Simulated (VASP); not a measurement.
```
CSi
1.0
    1.53757    -2.66315     0.00000
    1.53757     2.66315     0.00000
    0.00000     0.00000     5.04814
Si C
2 2
Cartesian
  1.53757  -0.88772   2.52204
  1.53757   0.88772   5.04610
  1.53757  -0.88772   4.41915
  1.53757   0.88772   1.89508
```

Method: AM05 GGA, VASP's PBE PAW potentials (set 64) (plane waves; VASP 6.6.1). Run with 520 eV cut-off, Gaussian smearing of 0.050 eV, potentials Si C.

Task: Estimate the band gap (along the path) with the smallest direct gap where there is one.

Result: 
- band gap (along the path) = 2.13 eV
- smallest direct gap (along the path) = 3.87 eV

Only differences to runs with the same potentials and settings are physical.

The compound is SiC in the wurtzite structure, the rare 2H polytype. It was relaxed first.
